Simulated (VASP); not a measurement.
OSZICAR of a VASP run on BN (wurtzite):

**OSZICAR**
```
       N       E                     dE             d eps       ncg     rms          rms(c)
DAV:   1     0.497907468018E+02    0.49791E+02   -0.88775E+03  1016   0.133E+03
DAV:   2    -0.316323979304E+02   -0.81423E+02   -0.76380E+02  1488   0.263E+02
DAV:   3    -0.340181487363E+02   -0.23858E+01   -0.23721E+01  1324   0.440E+01
DAV:   4    -0.340294117061E+02   -0.11263E-01   -0.11255E-01  1244   0.309E+00
DAV:   5    -0.340295094502E+02   -0.97744E-04   -0.97731E-04  1312   0.262E-01    0.101E+01
DAV:   6    -0.407034288975E+02   -0.66739E+01   -0.16774E+01  1020   0.438E+01    0.628E+00
DAV:   7    -0.410828608976E+02   -0.37943E+00   -0.64130E-01  1200   0.957E+00    0.444E+00
DAV:   8    -0.408384437236E+02    0.24442E+00   -0.24177E+00  1224   0.129E+01    0.180E+00
DAV:   9    -0.407971835660E+02    0.41260E-01   -0.84098E-02  1144   0.355E+00    0.121E+00
DAV:  10    -0.407233585251E+02    0.73825E-01   -0.88688E-02  1012   0.342E+00    0.499E-01
DAV:  11    -0.408144616750E+02   -0.91103E-01   -0.39139E-02  1032   0.247E+00    0.187E-01
DAV:  12    -0.408137440608E+02    0.71761E-03   -0.54365E-03  1320   0.605E-01    0.807E-02
DAV:  13    -0.408136168810E+02    0.12718E-03   -0.16524E-03  1136   0.412E-01    0.549E-02
DAV:  14    -0.408140614631E+02   -0.44458E-03   -0.20700E-04  1152   0.168E-01    0.434E-02
DAV:  15    -0.408140792201E+02   -0.17757E-04   -0.20703E-05  1276   0.440E-02    0.189E-02
DAV:  16    -0.408140835514E+02   -0.43313E-05   -0.35242E-06  1108   0.281E-02    0.458E-03
DAV:  17    -0.408140910391E+02   -0.74877E-05   -0.19868E-06  1096   0.170E-02    0.951E-03
DAV:  18    -0.408140902609E+02    0.77814E-06   -0.46224E-07  1148   0.778E-03    0.405E-03
DAV:  19    -0.408140913510E+02   -0.10901E-05   -0.43134E-07  1128   0.548E-03    0.191E-04
DAV:  20    -0.408140907850E+02    0.56598E-06   -0.10109E-08   552   0.129E-03    0.366E-04
DAV:  21    -0.408140913178E+02   -0.53283E-06   -0.37266E-09   552   0.872E-04    0.534E-05
DAV:  22    -0.408140911221E+02    0.19571E-06   -0.41481E-10   532   0.246E-04    0.325E-05
DAV:  23    -0.408140911716E+02   -0.49457E-07   -0.11116E-10   528   0.109E-04
   1 F= -.40814091E+02 E0= -.40814091E+02  d E =-.408141E+02
       N       E                     dE             d eps       ncg     rms          rms(c)
DAV:   1    -0.408138620393E+02    0.22908E-03   -0.58602E-02  1128   0.235E+00    0.411E-02
DAV:   2    -0.408140737212E+02   -0.21168E-03   -0.86316E-04  1264   0.287E-01    0.276E-02
DAV:   3    -0.408140929489E+02   -0.19228E-04   -0.37003E-05  1180   0.687E-02    0.124E-02
DAV:   4    -0.408140995360E+02   -0.65871E-05   -0.13448E-05  1436   0.497E-02    0.482E-03
DAV:   5    -0.408141081180E+02   -0.85819E-05   -0.48081E-06  1080   0.296E-02    0.277E-03
DAV:   6    -0.408141098017E+02   -0.16837E-05   -0.93910E-07  1244   0.122E-02    0.767E-04
DAV:   7    -0.408141105803E+02   -0.77859E-06   -0.23318E-07   828   0.668E-03    0.201E-04
DAV:   8    -0.408141106206E+02   -0.40378E-07   -0.18091E-08   544   0.168E-03
   2 F= -.40814111E+02 E0= -.40814111E+02  d E =-.194491E-04
       N       E                     dE             d eps       ncg     rms          rms(c)
DAV:   1    -0.408141767525E+02   -0.66172E-04   -0.13658E-02  1128   0.113E+00    0.198E-02
DAV:   2    -0.408142279679E+02   -0.51215E-04   -0.20083E-04  1264   0.138E-01    0.133E-02
DAV:   3    -0.408142332729E+02   -0.53050E-05   -0.85826E-06  1180   0.331E-02    0.600E-03
DAV:   4    -0.408142315424E+02    0.17305E-05   -0.31477E-06  1440   0.240E-02    0.233E-03
DAV:   5    -0.408142347252E+02   -0.31827E-05   -0.11317E-06  1076   0.143E-02    0.133E-03
DAV:   6    -0.408142344760E+02    0.24914E-06   -0.22300E-07  1004   0.595E-03    0.388E-04
DAV:   7    -0.408142348162E+02   -0.34016E-06   -0.58364E-08   600   0.330E-03    0.993E-05
DAV:   8    -0.408142348040E+02    0.12121E-07   -0.46148E-09   536   0.856E-04
   3 F= -.40814235E+02 E0= -.40814235E+02  d E =-.143632E-03
```

### Question
Which electronic solver shows in the log?

### Answer
It is blocked Davidson (ALGO = Normal, or the opening steps of other solvers). The INCAR had ALGO = Normal.

### Question
Can the final energy be trusted as converged?

### Answer
The run converged. It stopped with EDIFF = 1E-7, NELM = 100, NSW = 30 and EDIFFG = -0.01 after 3 ionic steps (TPSS meta-GGA, plane waves, VASP's PBE PAW potentials (set 64)).

The compound is BN in the wurtzite structure, a metastable high-pressure form. This cell is one point of a volume scan, at 1.06 of the reference volume. Symmetry was kept, so distortions that lower it aren't found.
